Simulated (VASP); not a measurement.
```
CeMg
1.0
    3.69612     0.00000     0.00000
    0.00000     3.69612     0.00000
    0.00000     0.00000     3.69612
Ce Mg
1 1
Direct
  0.50000   0.50000   0.50000
  0.00000   0.00000   0.00000
```

Level of theory: LDA (Ceperley-Alder, Perdew-Zunger) with spin-orbit coupling, VASP's LDA PAW potentials (set 64) (plane waves; VASP). Numerical set-up: 400 eV cut-off, 9×9×9 Γ-centred mesh, Gaussian smearing of 0.050 eV, potentials Ce Mg.

**Question.** Estimate the energy per atom (σ→0), band gap (over mesh and band path) with the smallest direct gap where there is one.

**Answer.** 
```
Property                                                               Value
----------------------------------  ----------------------------------------
band gap (over mesh and band path)  none (metal, semimetal or under 0.01 eV)
energy per atom (σ→0)                                         -4.368 eV/atom
```

The structure comes from a computed database's CeMg entry (Pm-3m); how it stands against other phases isn't given here. It was relaxed first, which changed the volume by -11 %.
